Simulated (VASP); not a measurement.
OSZICAR of a VASP run on CdSe (wurtzite):

**OSZICAR**
```
       N       E                     dE             d eps       ncg     rms          rms(c)
DAV:   1     0.236598855344E+03    0.23660E+03   -0.16818E+04   616   0.143E+03
DAV:   2     0.141846896161E+01   -0.23518E+03   -0.22872E+03   670   0.343E+02
DAV:   3    -0.114684422016E+02   -0.12887E+02   -0.12849E+02   736   0.802E+01
DAV:   4    -0.115861930265E+02   -0.11775E+00   -0.11765E+00   682   0.745E+00
DAV:   5    -0.115870977339E+02   -0.90471E-03   -0.90464E-03   736   0.619E-01    0.981E+00
DAV:   6    -0.108768807750E+02    0.71022E+00   -0.16063E+00   750   0.132E+01    0.749E+00
DAV:   7    -0.108452881925E+02    0.31593E-01   -0.68681E-01   682   0.467E+00    0.255E+00
DAV:   8    -0.108404639377E+02    0.48243E-02   -0.89067E-02   652   0.334E+00    0.435E-01
DAV:   9    -0.108404356674E+02    0.28270E-04   -0.11520E-02   730   0.141E+00    0.165E-01
DAV:  10    -0.108405129146E+02   -0.77247E-04   -0.12255E-03   664   0.445E-01    0.798E-02
DAV:  11    -0.108406013151E+02   -0.88400E-04   -0.19292E-04   694   0.934E-02    0.223E-02
DAV:  12    -0.108406054390E+02   -0.41239E-05   -0.50130E-05   744   0.792E-02    0.112E-02
DAV:  13    -0.108406070061E+02   -0.15670E-05   -0.12910E-05   706   0.397E-02    0.287E-03
DAV:  14    -0.108406072024E+02   -0.19634E-06   -0.63136E-07   488   0.532E-03
   1 F= -.74284692E+01 E0= -.74284692E+01  d E =-.742847E+01
```

Problem. Which electronic solver shows in the log?

Solution. It is blocked Davidson (ALGO = Normal, or the opening steps of other solvers). The INCAR had ALGO = Normal.

Problem. Can the final energy be trusted as converged?

Solution. Self-consistency was reached. It stopped with EDIFF = 1E-6, NELM = 100, NSW = 40 and EDIFFG = -0.02 after 1 ionic step (PBE GGA, plane waves, VASP's PBE PAW potentials (set 64)).

The compound is CdSe in the wurtzite structure. It was relaxed first under an external pressure of 5 GPa.
